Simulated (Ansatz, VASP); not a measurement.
One calculation of NbRu3, two programs

```
Nb Ru
1.0
     3.88511    0.00000    0.00000
     0.00000    3.88511    0.00000
     0.00000    0.00000    3.88511
Nb Ru
1 3
Direct
  0.00000 0.00000 0.00000
  0.00000 0.50000 0.50000
  0.50000 0.50000 0.00000
  0.50000 0.00000 0.50000
```

The cell comes from a database or a generator and needn't be the stable form of this composition.

Alike in both runs: task single point; functional LDA; k mesh 9 × 9 × 9; occupations fermi-dirac, width 0.05 eV; no spin polarisation.

|  | VASP | Ansatz |
| --- | --- | --- |
| version | VASP 6.6.1 | Ansatz 0.2.0 |
| potentials or method | VASP PAW LDA potentials, release 64 (Nb_sv, Ru_pv), cutoff 520 eV | all-electron LAPW, scalar-relativistic |

```csv
,VASP,Ansatz,Ansatz less VASP
pressure (GPa),-12.0,-12.4,-0.42
```

Ansatz ran all-electron here, so the differences hold the error of VASP's frozen core and of both bases.
